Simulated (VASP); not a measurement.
Data:

```xyz
2
Lattice="1.7686 -3.0634 0.0000 1.7686 3.0634 0.0000 0.0000 0.0000 5.4167" Properties=species:S:1:pos:R:3 pbc="T T T"
Er     1.7686     1.0211     1.3542
Er     1.7686    -1.0211     4.0625
```

Level of theory: SCAN meta-GGA, VASP's PBE PAW potentials (set 64) (plane waves; VASP). Run with 520 eV cut-off, 13×13×8 Γ-centred mesh, tetrahedra with Blöchl corrections, potentials Er_3.

The 4f electrons are frozen in the core of the lanthanide potential, so 4f levels, which can set the real gap, and their magnetism are missing.

### Question
Give the energies of bands 7 to 12 at the high-symmetry points, in eV from the Fermi level.

### Answer

| band | Γ | M | K | A | L | H |
|---|---|---|---|---|---|---|
| 7 | -5.92 | -2.25 | -0.92 | -4.08 | -2.15 | -0.63 |
| 8 | -2.40 | -1.52 | -0.92 | -4.08 | -2.15 | -0.63 |
| 9 | 1.35 | -0.95 | -0.92 | 1.26 | 0.15 | -0.47 |
| 10 | 2.09 | -0.18 | -0.56 | 1.26 | 0.15 | -0.47 |
| 11 | 2.09 | 1.69 | 1.41 | 1.96 | 1.68 | 0.56 |
| 12 | 2.75 | 1.89 | 1.41 | 1.96 | 1.68 | 0.56 |

It has no gap at this level: it comes out as a metal or semimetal.

The compound is Er in the hcp structure. It was relaxed first.
